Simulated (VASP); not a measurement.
Calculation: PBE GGA with D4 dispersion, VASP's PBE PAW potentials (set 64) (plane waves; VASP 6.6.1).

VASP ran on this input.

File KPOINTS:
```
Automatic mesh
0
Gamma
7 7 2
0 0 0
```

### INCAR
```
LCHARG=F
NSW=30
LASPH=T   # aspherical one-centre terms
LREAL=F
IVDW=13
ALGO=Normal   # blocked Davidson
EDIFFG=-0.01   # ionic stop
LWAVE=F
ENCUT=520   # plane-wave cut-off (eV)
EDIFF=1E-7   # SCF stop (eV)
ISMEAR=0
SYSTEM=MoTe2
PREC=Accurate
IBRION=2   # conjugate gradients
SIGMA=0.05   # width (eV)
NELM=100   # most electronic steps
GGA=PE
ISIF=4   # ions and shape, fixed volume
LMAXMIX=4
```

File POSCAR:
```
MoTe2
1
    1.7850307565    -3.0917635406     0.0000000000
    1.7850307565     3.0917635406     0.0000000000
    0.0000000000     0.0000000000    14.0357782135
Te Mo
4 2
Direct
  0.3333330000   0.6666670000   0.8819169661
  0.6666670000   0.3333330000   0.3819169661
  0.6666670000   0.3333330000   0.1180830339
  0.3333330000   0.6666670000   0.6180830339
  0.3333330000   0.6666670000   0.2500000000
  0.6666670000   0.3333330000   0.7500000000
```

POTCAR, in this order: Te Mo_sv (PBE.64 set). Program: vasp_std.

Output of the run:

**OUTCAR**
```
 ion  position               nearest neighbor table
   1  0.333  0.667  0.882-   6 2.77   6 2.77   6 2.77
   2  0.667  0.333  0.382-   5 2.77   5 2.77   5 2.77
   3  0.667  0.333  0.118-   5 2.77   5 2.77   5 2.77
   4  0.333  0.667  0.618-   6 2.77   6 2.77   6 2.77
   5  0.333  0.667  0.250-   2 2.77   3 2.77   2 2.77   3 2.77   2 2.77   3 2.77
   6  0.667  0.333  0.750-   1 2.77   4 2.77   1 2.77   4 2.77   1 2.77   4 2.77
  LATTYP: Found a hexagonal cell.
 ALAT       =     3.5700611469
 C/A-ratio  =     3.9315231969
 Subroutine PRICEL returns:
 Original cell was already a primitive cell.
 Subroutine GETGRP returns: Found 24 space group operations
The static configuration has the point symmetry D_3d.
 The point group associated with its full space group is D_6h.
The dynamic configuration has the point symmetry D_3d.
 Subroutine INISYM returns: Found 24 space group operations
 Subroutine IBZKPT returns following result:
 Found     16 irreducible k-points:

 Following reciprocal coordinates:
            Coordinates               Weight
  0.000000  0.000000  0.000000      1.000000
  0.142857  0.000000  0.000000      6.000000
  0.285714  0.000000  0.000000      6.000000
...
```

File OSZICAR:
```
...
DAV:   5    -0.373489224495E+02   -0.18690E-01   -0.18677E-01  1265   0.193E+00    0.196E+01
DAV:   6    -0.366518205968E+02    0.69710E+00   -0.12617E+01  1125   0.165E+01    0.922E+00
DAV:   7    -0.364158522366E+02    0.23597E+00   -0.11697E+01  1121   0.135E+01    0.639E+00
DAV:   8    -0.359666994845E+02    0.44915E+00   -0.18394E+00  1258   0.610E+00    0.313E+00
DAV:   9    -0.359585052297E+02    0.81943E-02   -0.35257E-01  1334   0.257E+00    0.120E+00
DAV:  10    -0.359521752478E+02    0.63300E-02   -0.50820E-02  1245   0.109E+00    0.367E-01
DAV:  11    -0.359525071241E+02   -0.33188E-03   -0.21842E-03  1189   0.260E-01    0.231E-01
DAV:  12    -0.359524360394E+02    0.71085E-04   -0.17454E-04  1155   0.725E-02    0.153E-01
DAV:  13    -0.359524067068E+02    0.29333E-04   -0.15406E-04  1310   0.608E-02    0.595E-02
DAV:  14    -0.359524074354E+02   -0.72855E-06   -0.39881E-06  1162   0.955E-03    0.466E-02
DAV:  15    -0.359524052854E+02    0.21500E-05   -0.45945E-06  1302   0.111E-02    0.152E-02
DAV:  16    -0.359524047765E+02    0.50892E-06   -0.97574E-07  1145   0.395E-03    0.716E-03
DAV:  17    -0.359524047020E+02    0.74449E-07   -0.27232E-07   911   0.237E-03
   1 F= -.39208181E+02 E0= -.39208181E+02  d E =-.392082E+02
       N       E                     dE             d eps       ncg     rms          rms(c)
DAV:   1    -0.360347825124E+02   -0.82378E-01   -0.30540E+00  1035   0.101E+01    0.141E+00
DAV:   2    -0.360170233482E+02    0.17759E-01   -0.17600E-01  1187   0.187E+00    0.745E-01
DAV:   3    -0.360128520841E+02    0.41713E-02   -0.58931E-02  1236   0.115E+00    0.704E-01
DAV:   4    -0.360092595094E+02    0.35926E-02   -0.11884E-02  1251   0.486E-01    0.274E-01
DAV:   5    -0.360090350891E+02    0.22442E-03   -0.29316E-03  1344   0.234E-01    0.140E-01
DAV:   6    -0.360090176947E+02    0.17394E-04   -0.31093E-04  1186   0.795E-02    0.140E-01
DAV:   7    -0.360090165740E+02    0.11208E-05   -0.81715E-05  1259   0.402E-02    0.596E-02
DAV:   8    -0.360090167809E+02   -0.20693E-06   -0.73261E-06  1225   0.142E-02    0.336E-02
DAV:   9    -0.360090169454E+02   -0.16454E-06   -0.16639E-06  1161   0.531E-03    0.192E-02
DAV:  10    -0.360090170409E+02   -0.95436E-07   -0.56852E-08   636   0.126E-03
   2 F= -.39267673E+02 E0= -.39267673E+02  d E =-.594920E-01
       N       E                     dE             d eps       ncg     rms          rms(c)
DAV:   1    -0.360097166751E+02   -0.69973E-03   -0.46876E-02  1028   0.126E+00    0.174E-01
DAV:   2    -0.360094280282E+02    0.28865E-03   -0.28880E-03  1187   0.238E-01    0.100E-01
DAV:   3    -0.360093601923E+02    0.67836E-04   -0.97132E-04  1230   0.147E-01    0.908E-02
DAV:   4    -0.360093046759E+02    0.55516E-04   -0.18555E-04  1268   0.618E-02    0.358E-02
DAV:   5    -0.360093011754E+02    0.35005E-05   -0.53937E-05  1339   0.314E-02    0.172E-02
DAV:   6    -0.360093010682E+02    0.10718E-06   -0.58599E-06  1205   0.111E-02    0.178E-02
DAV:   7    -0.360093013761E+02   -0.30792E-06   -0.90445E-07  1138   0.419E-03    0.833E-03
DAV:   8    -0.360093015538E+02   -0.17761E-06   -0.98747E-08   650   0.180E-03    0.407E-03
DAV:   9    -0.360093015966E+02   -0.42874E-07   -0.55386E-08   552   0.102E-03
   3 F= -.39268293E+02 E0= -.39268293E+02  d E =-.601117E-01
       N       E                     dE             d eps       ncg     rms          rms(c)
DAV:   1    -0.360686655035E+02   -0.59364E-01   -0.25124E+00   992   0.990E+00    0.197E+00
DAV:   2    -0.360380266029E+02    0.30639E-01   -0.18008E-01  1157   0.207E+00    0.101E+00
DAV:   3    -0.360307341084E+02    0.72925E-02   -0.27452E-02  1189   0.832E-01    0.324E-01
DAV:   4    -0.360283686781E+02    0.23654E-02   -0.13597E-02  1211   0.529E-01    0.427E-01
DAV:   5    -0.360278407883E+02    0.52789E-03   -0.32426E-03  1244   0.244E-01    0.508E-02
DAV:   6    -0.360278501318E+02   -0.93435E-05   -0.22470E-04  1204   0.709E-02    0.463E-02
DAV:   7    -0.360278532186E+02   -0.30869E-05   -0.11765E-05  1169   0.166E-02    0.944E-03
DAV:   8    -0.360278526220E+02    0.59665E-06   -0.55727E-06  1260   0.121E-02    0.316E-03
DAV:   9    -0.360278526941E+02   -0.72107E-07   -0.22900E-07   860   0.255E-03
   4 F= -.39286936E+02 E0= -.39286936E+02  d E =-.186435E-01
       N       E                     dE             d eps       ncg     rms          rms(c)
DAV:   1    -0.361958486371E+02   -0.16800E+00   -0.93857E+00   992   0.191E+01    0.396E+00
DAV:   2    -0.360812538485E+02    0.11459E+00   -0.69412E-01  1157   0.407E+00    0.200E+00
DAV:   3    -0.360529451488E+02    0.28309E-01   -0.10989E-01  1190   0.165E+00    0.636E-01
DAV:   4    -0.360437673552E+02    0.91778E-02   -0.51089E-02  1210   0.102E+00    0.849E-01
DAV:   5    -0.360416625820E+02    0.21048E-02   -0.12109E-02  1236   0.475E-01    0.108E-01
DAV:   6    -0.360416996455E+02   -0.37064E-04   -0.74049E-04  1175   0.129E-01    0.942E-02
DAV:   7    -0.360417146750E+02   -0.15030E-04   -0.39970E-05  1232   0.285E-02    0.233E-02
DAV:   8    -0.360417118792E+02    0.27958E-05   -0.40630E-05  1280   0.323E-02    0.750E-03
DAV:   9    -0.360417119447E+02   -0.65463E-07   -0.28487E-06  1222   0.821E-03    0.717E-03
DAV:  10    -0.360417124623E+02   -0.51759E-06   -0.33319E-07   996   0.271E-03    0.895E-04
DAV:  11    -0.360417125240E+02   -0.61719E-07   -0.49720E-08   650   0.122E-03
   5 F= -.39301317E+02 E0= -.39301317E+02  d E =-.330241E-01
       N       E                     dE             d eps       ncg     rms          rms(c)
DAV:   1    -0.360420392824E+02   -0.32682E-03   -0.22877E-02   992   0.940E-01    0.187E-01
DAV:   2    -0.360417567893E+02    0.28249E-03   -0.16198E-03  1141   0.196E-01    0.922E-02
DAV:   3    -0.360416922137E+02    0.64576E-04   -0.23504E-04  1197   0.779E-02    0.304E-02
DAV:   4    -0.360416713131E+02    0.20901E-04   -0.12531E-04  1204   0.501E-02    0.401E-02
DAV:   5    -0.360416672716E+02    0.40415E-05   -0.32649E-05  1236   0.240E-02    0.438E-03
DAV:   6    -0.360416675580E+02   -0.28635E-06   -0.25216E-06  1252   0.741E-03    0.446E-03
DAV:   7    -0.360416677568E+02   -0.19882E-06   -0.20817E-07   861   0.224E-03    0.148E-03
DAV:   8    -0.360416677401E+02    0.16666E-07   -0.32884E-08   594   0.970E-04
   6 F= -.39301314E+02 E0= -.39301314E+02  d E =-.330217E-01
       N       E                     dE             d eps       ncg     rms          rms(c)
DAV:   1    -0.360424777868E+02   -0.81003E-03   -0.24723E-02  1014   0.986E-01    0.134E-01
DAV:   2    -0.360422194536E+02    0.25833E-03   -0.17618E-03  1196   0.189E-01    0.868E-02
DAV:   3    -0.360421495269E+02    0.69927E-04   -0.53824E-04  1191   0.110E-01    0.640E-02
DAV:   4    -0.360421138047E+02    0.35722E-04   -0.11497E-04  1129   0.513E-02    0.281E-02
DAV:   5    -0.360421107723E+02    0.30324E-05   -0.33301E-05  1281   0.235E-02    0.133E-02
DAV:   6    -0.360421102139E+02    0.55835E-06   -0.40337E-06  1164   0.980E-03    0.111E-02
DAV:   7    -0.360421099335E+02    0.28048E-06   -0.68641E-07  1078   0.335E-03    0.529E-03
DAV:   8    -0.360421098070E+02    0.12648E-06   -0.62140E-08   594   0.147E-03    0.380E-03
DAV:   9    -0.360421097261E+02    0.80940E-07   -0.51609E-08   545   0.103E-03
   7 F= -.39301470E+02 E0= -.39301470E+02  d E =-.155598E-03
       N       E                     dE             d eps       ncg     rms          rms(c)
DAV:   1    -0.360420891017E+02    0.20705E-04   -0.19061E-03  1021   0.274E-01    0.374E-02
DAV:   2    -0.360420706463E+02    0.18455E-04   -0.13431E-04  1204   0.522E-02    0.245E-02
DAV:   3    -0.360420661071E+02    0.45392E-05   -0.41719E-05  1198   0.306E-02    0.176E-02
DAV:   4    -0.360420640853E+02    0.20218E-05   -0.89918E-06  1136   0.143E-02    0.770E-03
DAV:   5    -0.360420639543E+02    0.13099E-06   -0.25092E-06  1147   0.646E-03    0.367E-03
DAV:   6    -0.360420640098E+02   -0.55522E-07   -0.30543E-07   775   0.273E-03
   8 F= -.39301502E+02 E0= -.39301502E+02  d E =-.187792E-03
```

File OUTCAR:
```
------------------------ aborting loop because EDIFF is reached ----------------------------------------
  Edisp (eV):   -3.25944
  FORCE on cell =-STRESS in cart. coord.  units (eV):
  Direction    XX          YY          ZZ          XY          YZ          ZX
  --------------------------------------------------------------------------------------
  Total      -1.82401    -1.82401    -1.86292     0.00000     0.00000     0.00000
  in kB     -18.86339   -18.86338   -19.26582     0.00000     0.00000     0.00000
  external pressure =      -19.00 kB  Pullay stress =        0.00 kB
  volume of cell :      154.92
      direct lattice vectors                 reciprocal lattice vectors
     1.767781868 -3.061887732  0.000000000     0.282840326 -0.163297953 -0.000000000
     1.767781868  3.061887732  0.000000000     0.282840326  0.163297953  0.000000000
     0.000000000 -0.000000000 14.311018206    -0.000000000 -0.000000000  0.069876230
 POSITION                                       TOTAL-FORCE (eV/Angst)
 -----------------------------------------------------------------------------------
      1.76778      1.02063     12.54483        -0.000000     -0.000000     -0.006045
      1.76778     -1.02063      5.38933        -0.000000      0.000000     -0.006045
      1.76778     -1.02063      1.76618        -0.000000     -0.000000      0.006045
      1.76778      1.02063      8.92169        -0.000000     -0.000000      0.006045
      1.76778      1.02063      3.57775         0.000000      0.000000      0.000000
      1.76778     -1.02063     10.73326        -0.000000     -0.000000      0.000000
 -----------------------------------------------------------------------------------
    total drift:                               -0.000260      0.001639     -0.000026
  FREE ENERGIE OF THE ION-ELECTRON SYSTEM (eV)
  ---------------------------------------------------
  free  energy   TOTEN  =       -39.3015021978 eV

  energy  without entropy=      -39.3015021978  energy(sigma->0) =      -39.30150220

 reached required accuracy - stopping structural energy minimisation
```
(Selected blocks of OUTCAR.)

### CONTCAR
```
MoTe2
   1.00000000000000
     1.7677818682583863   -3.0618877323523641    0.0000000000000000
     1.7677818682583863    3.0618877323523641    0.0000000000000000
     0.0000000000000000   -0.0000000000000000   14.3110182060020943
  Te              Mo
     4     2
Direct
     0.3333330000000032    0.6666669999999968    0.8765857343121275
     0.6666669999999968    0.3333330000000032    0.3765857343121272
     0.6666669999999968    0.3333330000000032    0.1234142656878727
     0.3333330000000032    0.6666669999999968    0.6234142656878725
     0.3333330000000032    0.6666669999999968    0.2500000000000000
     0.6666669999999968    0.3333330000000032    0.7500000000000000
```

The compound is MoTe2 in the 2H layered structure. This cell is one point of a volume scan, at 1.06 of the reference volume. Symmetry was kept, so distortions that lower it aren't found.
